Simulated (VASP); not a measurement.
A calculation with VASP 6.6.1 of HfMg3 (ASE script, structure typed inline):

Contents of run.py:

```python
from ase import Atoms
from ase.calculators.vasp import Vasp
from ase.dft.bandgap import bandgap

atoms = Atoms(
    ['Hf', 'Hf', 'Mg', 'Mg', 'Mg', 'Mg', 'Mg', 'Mg'],
    cell=[[6.3099740947, 0.0, 0.0], [-3.1549870474, 5.4645978633, 0.0], [0.0, 0.0, 5.03102]],
    scaled_positions=[[0.6666666667, 0.3333333333, 0.25], [0.3333333333, 0.6666666667, 0.75], [0.66432701, 0.832163505, 0.25], [0.167836495, 0.832163505, 0.25], [0.167836495, 0.33567299, 0.25], [0.832163505, 0.66432701, 0.75], [0.832163505, 0.167836495, 0.75], [0.33567299, 0.167836495, 0.75]],
    pbc=True,
)
calc = Vasp(
    directory='calc',
    xc='pbe',
    pp='PBE',
    setups='recommended',
    pp_version='54',
    prec='Accurate',
    encut=520,
    ediff=1e-07,
    ismear=0,
    sigma=0.05,
    lreal=False,
    lasph=True,
    nelm=100,
    algo='Normal',
    isif=2,
    lwave=False,
    lcharg=False,
    kpts=[5, 5, 5],
    gamma=True,
    nbands=26,
)
atoms.calc = calc

print('energy (eV):', atoms.get_potential_energy())
print('free energy (eV):', atoms.get_potential_energy(force_consistent=True))
print('forces (eV/A):')
print(atoms.get_forces())
print('stress (eV/A^3, Voigt):', atoms.get_stress())
print('Fermi level (eV):', calc.get_fermi_level())
gap, top, bottom = bandgap(calc)
print('band gap (eV):', gap, 'from (spin, k, band)', top, 'to', bottom)
```

Potentials or basis: VASP PAW PBE potentials, release 54 (Hf_pv, Mg).

Command:

```console
$ python run.py
```

The cell comes from a database or a generator and needn't be the stable form of this composition.

Problem. Write the same calculation in another form: native input, structure from a POSCAR.

Solution. As run:

The input INCAR:

```
SYSTEM = HfMg3
PREC     = Accurate       ! precision mode
ENCUT    = 520            ! plane-wave cutoff, eV
EDIFF    = 1E-6           ! SCF threshold, eV
ISMEAR   = 0              ! smearing method
SIGMA    = 0.05           ! smearing width, eV
LREAL    = .False.        ! projectors in reciprocal space
LASPH    = .True.         ! aspherical terms in the spheres
NELM     = 80             ! most SCF steps
ALGO     = Normal         ! electronic algorithm
ISIF     = 2              ! what is computed and relaxed
LWAVE    = .False.        ! write WAVECAR
LCHARG   = .False.        ! write CHGCAR
GGA      = PE             ! functional
NBANDS   = 26             ! bands
```

The input KPOINTS:

```
Automatic mesh
0
Gamma
  5 5 5
  0 0 0
```

Contents of POSCAR:

```
HfMg3
1.0
    6.3099740947      0.0000000000      0.0000000000
   -3.1549870474      5.4645978633      0.0000000000
    0.0000000000      0.0000000000      5.0310200000
Hf Mg
2 6
Direct
    0.6666666667      0.3333333333      0.2500000000
    0.3333333333      0.6666666667      0.7500000000
    0.6643270100      0.8321635050      0.2500000000
    0.1678364950      0.8321635050      0.2500000000
    0.1678364950      0.3356729900      0.2500000000
    0.8321635050      0.6643270100      0.7500000000
    0.8321635050      0.1678364950      0.7500000000
    0.3356729900      0.1678364950      0.7500000000
```

Potentials or basis: VASP PAW PBE potentials, release 54 (Hf_pv, Mg).

Launch:

```bash
$ cat potpaw_PBE.54/Hf_pv/POTCAR potpaw_PBE.54/Mg/POTCAR > POTCAR
$ mpirun -np 1 vasp_std > vasp.out
```

Both were run:

|  | ASE script, structure typed inline | native input, structure from a POSCAR |
| --- | --- | --- |
| Pressure | 0.0 GPa | 0.0 GPa |
| Largest force | 0.010 eV/Å | 0.010 eV/Å |
| Band gap on the k mesh | none (metal or under the smearing width) | none (metal or under the smearing width) |

Keys that steer only the numerical path or the files written may differ.
